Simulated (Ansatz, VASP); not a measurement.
AlC6 in VASP and in Ansatz

```xyz
7
Lattice="4.2769 0.0000 0.0000 -2.1384 3.7039 0.0000 0.0000 0.0000 5.6708" Properties=species:S:1:pos:R:3 pbc="T T T"
Al    0.0000    0.0000    2.8354
C     2.8500    0.0000    0.0000
C     0.7135    1.2358    0.0000
C    -1.4250    2.4681    0.0000
C     1.4269    0.0000    0.0000
C    -0.7135    1.2358    0.0000
C     1.4250    2.4681    0.0000
```

Alike in both runs: functional PBE; dispersion D3(BJ); k mesh 6 × 6 × 6; occupations gaussian, width 0.1 eV; no spin polarisation.

Ansatz relaxed the structure, and its values are those at the end. VASP's run is a single point on that final structure, the one shown.

|  | VASP | Ansatz |
| --- | --- | --- |
| version | VASP 6.6.1 | Ansatz 0.2.0 |
| potentials or method | VASP PAW PBE potentials, release 64 (Al, C) | scalar-relativistic, plane waves, PAW |
| plane-wave cutoff (eV) | 520 | 420 |
| valence electrons in the cell | 27 | 27 |

|  | VASP | Ansatz | Ansatz less VASP |
| --- | --- | --- | --- |
| gap on the k mesh at the Fermi level (eV) | none | none | - |
| pressure (GPa) | 0.3 | 0.1 | -0.25 |
| rms of the force components (eV/Å) | 0.011 | 0.011 | +0.0003 |

A gap of «none» marks a metal or a gap that the smearing closes. Ansatz warned: «dispersion_switch_in_reach».

Caveats: pairwise dispersion overbinds metals, which lowers pressure and volume.
